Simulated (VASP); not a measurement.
Method: LDA (Ceperley-Alder, Perdew-Zunger), VASP's LDA PAW potentials (set 64) (plane waves; VASP).

Input for VASP

KPOINTS:
```
kpoints
0
gamma
9 9 9
```

**POSCAR**
```
CoSi2
1
    0.0000000000     2.7026420000     2.7026420000
    2.7026420000     0.0000000000     2.7026420000
    2.7026420000     2.7026420000     0.0000000000
Co Si
1 2
Direct
  0.0000000000   0.0000000000   0.0000000000
  0.7500000000   0.7500000000   0.7500000000
  0.2500000000   0.2500000000   0.2500000000
```

### INCAR
```
# general
SYSTEM  = CoSi2
PREC    = Accurate
ENCUT   = 300   # plane-wave cut-off (eV)
LREAL   = F
LASPH   = T

# electronic loop
EDIFF   = 1E-6   # SCF stop (eV)
NELM    = 100
ALGO    = Normal   # blocked Davidson
LMAXMIX = 4   # l cut-off of mixed one-centre charges

# smearing
ISMEAR  = -1   # Fermi-Dirac
SIGMA   = 0.136   # width (eV)

# ions
ISIF    = 2

# output
LWAVE   = F
LCHARG  = F
```

POTCAR, in this order: Co Si (LDA.64 set). Program: vasp_std.

What VASP printed:

**OUTCAR**
```
 ion  position               nearest neighbor table
   1  0.000  0.000  0.000-   2 2.34   2 2.34   2 2.34   3 2.34   3 2.34   3 2.34   3 2.34   2 2.34
  LATTYP: Found a face centered cubic cell.
 ALAT       =     5.4052840000
 Subroutine PRICEL returns:
 Original cell was already a primitive cell.
 Subroutine GETGRP returns: Found 48 space group operations
The static configuration has the point symmetry O_h .
The dynamic configuration has the point symmetry O_h .
 Subroutine INISYM returns: Found 48 space group operations
 Subroutine IBZKPT returns following result:
 Found     35 irreducible k-points:

 Following reciprocal coordinates:
            Coordinates               Weight
  0.000000  0.000000  0.000000      1.000000
  0.111111  0.000000  0.000000      8.000000
  0.222222  0.000000  0.000000      8.000000
  0.333333  0.000000  0.000000      8.000000
  0.444444  0.000000  0.000000      8.000000
  0.111111  0.111111  0.000000      6.000000
  0.222222  0.111111  0.000000     24.000000
  0.333333  0.111111  0.000000     24.000000
  0.444444  0.111111  0.000000     24.000000
 -0.444444  0.111111  0.000000     24.000000
 -0.333333  0.111111  0.000000     24.000000
 -0.222222  0.111111  0.000000     24.000000
 -0.111111  0.111111  0.000000     12.000000
  0.222222  0.222222  0.000000      6.000000
  0.333333  0.222222  0.000000     24.000000
  0.444444  0.222222  0.000000     24.000000
 -0.444444  0.222222  0.000000     24.000000
 -0.333333  0.222222  0.000000     24.000000
 -0.222222  0.222222  0.000000     12.000000
  0.333333  0.333333  0.000000      6.000000
  0.444444  0.333333  0.000000     24.000000
 -0.444444  0.333333  0.000000     24.000000
 -0.333333  0.333333  0.000000     12.000000
  0.444444  0.444444  0.000000      6.000000
 -0.444444  0.444444  0.000000     12.000000
...
```

### OSZICAR
```
       N       E                     dE             d eps       ncg     rms          rms(c)
DAV:   1     0.498321659155E+02    0.49832E+02   -0.49341E+03   864   0.854E+02
DAV:   2    -0.202939707663E+02   -0.70126E+02   -0.65758E+02   844   0.214E+02
DAV:   3    -0.231966120062E+02   -0.29026E+01   -0.28310E+01  1084   0.489E+01
DAV:   4    -0.232594220883E+02   -0.62810E-01   -0.62629E-01  1004   0.734E+00
DAV:   5    -0.232613205913E+02   -0.18985E-02   -0.18975E-02  1116   0.124E+00    0.138E+01
DAV:   6    -0.268270633789E+02   -0.35657E+01   -0.38813E+01  1080   0.128E+02    0.182E+01
DAV:   7    -0.218684206235E+02    0.49586E+01   -0.16453E+01  1112   0.997E+01    0.350E+00
DAV:   8    -0.218801548899E+02   -0.11734E-01   -0.11141E+00  1036   0.867E+00    0.200E+00
DAV:   9    -0.218372233726E+02    0.42932E-01   -0.12430E-01  1104   0.701E+00    0.444E-01
DAV:  10    -0.218364341593E+02    0.78921E-03   -0.58973E-03  1024   0.706E-01    0.604E-02
DAV:  11    -0.218364439301E+02   -0.97708E-05   -0.20715E-04  1216   0.199E-01    0.443E-02
DAV:  12    -0.218364415879E+02    0.23422E-05   -0.18619E-05  1224   0.738E-02    0.161E-02
DAV:  13    -0.218364413320E+02    0.25587E-06   -0.19285E-06   692   0.110E-02
   1 F= -.21836441E+02 E0= -.21800768E+02  d E =-.713470E-01
```

File OUTCAR:
```
------------------------ aborting loop because EDIFF is reached ----------------------------------------
  FORCE on cell =-STRESS in cart. coord.  units (eV):
  Direction    XX          YY          ZZ          XY          YZ          ZX
  --------------------------------------------------------------------------------------
  Total       -3.0721331     -3.0721331     -3.0721331     -0.0000000     -0.0000000     -0.0000000
  in kB     -124.6680172   -124.6680172   -124.6680172     -0.0000000     -0.0000000     -0.0000000
  external PRESSURE =    -124.6680172 kB  Pullay stress =       0.0000000 kB
  volume of cell :       39.48
      direct lattice vectors                 reciprocal lattice vectors
     0.000000000  2.702642000  2.702642000    -0.185004155  0.185004155  0.185004155
     2.702642000  0.000000000  2.702642000     0.185004155 -0.185004155  0.185004155
     2.702642000  2.702642000  0.000000000     0.185004155  0.185004155 -0.185004155
 POSITION                                       TOTAL-FORCE (eV/Angst)
 -----------------------------------------------------------------------------------
      0.00000      0.00000      0.00000        -0.000000     -0.000000     -0.000000
      4.05396      4.05396      4.05396         0.000000      0.000000      0.000000
      1.35132      1.35132      1.35132         0.000000     -0.000000     -0.000000
 -----------------------------------------------------------------------------------
    total drift:                               -0.000000      0.000000      0.000000
  FREE ENERGIE OF THE ION-ELECTRON SYSTEM (eV)
  ---------------------------------------------------
  free  energy   TOTEN  =       -21.8364413320 eV

  energy  without entropy=      -21.7650943219  energy(sigma->0) =      -21.80076783
```
(Selected blocks of OUTCAR.)

At this cut-off the stress carries a Pulay error, which pulls relaxed volumes low.

The structure comes from a computed database's CoSi2 entry; how it stands against other phases isn't given here. The cell was not relaxed at this level. The run is one of a series of settings (GGA removed, POTCAR Co Si (LDA.64 set) against the base run), some of them coarse on purpose. The run is not spin-polarised, so no magnetic state was tried. The electron count is odd and the run is not spin-polarised, which forces a metal.
